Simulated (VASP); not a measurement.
Cu:

```
CELL_PARAMETERS angstrom
0.00000 1.80750 1.80750
1.80750 0.00000 1.80750
1.80750 1.80750 0.00000
ATOMIC_POSITIONS crystal
Cu 0.00000 0.00000 0.00000
```

- Program: VASP 6.6.1
- Task: relaxation of cell and atoms
- Functional: PBEsol
- Potentials or basis: VASP PAW PBE potentials, release 64 (Cu)
- Cutoff: 600 eV
- k mesh: 18 × 18 × 18
- Occupations: methfessel-paxton, width 0.1 eV
- Spin: no spin polarisation

At the start: pressure -5.6 GPa; volume 11.81 Å³/atom.

Problem. Where does the relaxation end?

Solution. Over 3 steps the energy falls by 8.0 meV/atom and the volume is 11.37 Å³/atom (-3.7 %); space group Fm-3m (No. 225, to 0.05 Å).

The path:
```csv
step,energy change (eV),largest force (eV/Å),pressure (GPa),volume (Å³)
1,0.0000,0.0000,-5.61,11.81
2,-0.0049,0.0000,3.95,11.12
3,-0.0080,0.0000,0.03,11.37
```

Final structure:
```
Cu
1.0
     0.00000    1.78486    1.78486
     1.78486    0.00000    1.78486
     1.78486    1.78486    0.00000
Cu
1
Direct
  0.00000 0.00000 0.00000
```

Caveat: the PAW data sets were made with another functional, which shifts forces and pressure a little.
